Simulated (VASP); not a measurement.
Output of a VASP run:

OSZICAR:
```
       N       E                     dE             d eps       ncg     rms          rms(c)
DAV:   1     0.762490228416E+02    0.76249E+02   -0.62694E+03   702   0.926E+02
DAV:   2    -0.516020119943E+01   -0.81409E+02   -0.78102E+02   898   0.165E+02
DAV:   3    -0.104975051272E+02   -0.53373E+01   -0.53036E+01   837   0.490E+01
DAV:   4    -0.105457786176E+02   -0.48273E-01   -0.48229E-01   852   0.551E+00
DAV:   5    -0.105461760516E+02   -0.39743E-03   -0.39731E-03   611   0.504E-01    0.707E+00
DAV:   6    -0.104873272427E+02    0.58849E-01   -0.38704E-02   767   0.145E+00    0.437E+00
DAV:   7    -0.104678661099E+02    0.19461E-01   -0.76819E-02   732   0.201E+00    0.199E-01
DAV:   8    -0.104671883447E+02    0.67777E-03   -0.89746E-03   386   0.699E-01
   1 F= -.10467188E+02 E0= -.10467188E+02  d E =-.157658E-11
```

OUTCAR:
```
------------------------ aborting loop because EDIFF is reached ----------------------------------------
  FORCE on cell =-STRESS in cart. coord.  units (eV):
  Direction    XX          YY          ZZ          XY          YZ          ZX
  --------------------------------------------------------------------------------------
  Total        1.1709341      1.1709341      2.1030222      0.0000000      0.0000000      0.0000000
  in kB       22.9162912     22.9162910     41.1581394      0.0000000      0.0000000      0.0000000
  external PRESSURE =      28.9969072 kB  Pullay stress =       0.0000000 kB
  volume of cell :       81.87
      direct lattice vectors                 reciprocal lattice vectors
     2.185000000 -3.784531000  0.000000000     0.228832952 -0.132116767  0.000000000
     2.185000000  3.784531000  0.000000000     0.228832952  0.132116767  0.000000000
     0.000000000  0.000000000  4.950000000     0.000000000  0.000000000  0.202020202
 POSITION                                       TOTAL-FORCE (eV/Angst)
 -----------------------------------------------------------------------------------
      0.49163      0.85152      3.30000         0.208028      0.360315      0.000000
      3.38675      0.00000      0.00000        -0.416056     -0.000000      0.000000
      0.49163     -0.85152      1.65000         0.208028     -0.360315     -0.000000
 -----------------------------------------------------------------------------------
    total drift:                               -0.000204     -0.000437      0.000007
  FREE ENERGIE OF THE ION-ELECTRON SYSTEM (eV)
  ---------------------------------------------------
  free  energy   TOTEN  =       -10.4671883447 eV

  energy  without entropy=      -10.4671883447  energy(sigma->0) =      -10.46718834
```
(Selected blocks of OUTCAR.)

### POSCAR
```
Se
1
    2.1850000000    -3.7845310000     0.0000000000
    2.1850000000     3.7845310000     0.0000000000
    0.0000000000     0.0000000000     4.9500000000
Se
3
Direct
  0.0000000000   0.2250000000   0.6666670000
  0.7750000000   0.7750000000   0.0000000000
  0.2250000000   0.0000000000   0.3333330000
```

**Question.** Reconstruct the remaining input files.

**Answer.** This is not unique; one that fits is the input of the run itself, PBE GGA, plane waves, VASP's PBE PAW potentials (set 64).

INCAR:
```
ENCUT = 400   ! plane-wave cut-off (eV)
ISIF = 2
LREAL = .FALSE.   ! projection in real space or not
LWAVE = .FALSE.
SIGMA = 0.05
ALGO = Normal   ! blocked Davidson
ISMEAR = 0
GGA = PE   ! PBE
LCHARG = .FALSE.
LASPH = .TRUE.
LMAXMIX = 4   ! l cut-off of mixed one-centre charges
NELM = 100   ! most electronic steps
SYSTEM = Se
PREC = Accurate
EDIFF = 1E-2   ! SCF stop (eV)
```

File KPOINTS:
```
Regular mesh
0
gamma
6 6 5
```

POTCAR, in this order: Se (PBE.64 set). Program: vasp_std.

The compound is Se in the trig structure. The cell was not relaxed at this level. The run is one of a series of settings (EDIFF = 1E-2 against the base run), some of them coarse on purpose.
